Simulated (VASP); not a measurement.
The system is Sc.

```xyz
2
Lattice="3.2786 0.0000 0.0000 -1.6393 2.8393 0.0000 0.0000 0.0000 5.0849" Properties=species:S:1:pos:R:3 pbc="T T T"
Sc    0.0000    1.8929    1.2712
Sc    1.6393    0.9464    3.8136
```

Base run:

| Item | Value |
| --- | --- |
| Program | VASP 6.6.1 |
| Functional | PBEsol |
| Potentials or basis | VASP PAW PBE potentials, release 64 (Sc_sv) |
| Cutoff | 700 eV |
| k mesh | 15 × 15 × 8 |
| Occupations | gaussian, width 0.1 eV |
| Spin | no spin polarisation |

Its results: band gap on the k mesh none (metal or under the smearing width); pressure 0.0 GPa.

The run is repeated on the same cell with these changes: cutoff from 700 eV to 520 eV; occupations from gaussian, width 0.1 eV to gaussian, width 0.5 eV. What comes out?

Band gap on the k mesh none (metal or under the smearing width); pressure 0.6 GPa.

Caveats: the PAW data sets were made with another functional, which shifts forces and pressure a little.

Not every run made on this cell is shown here.
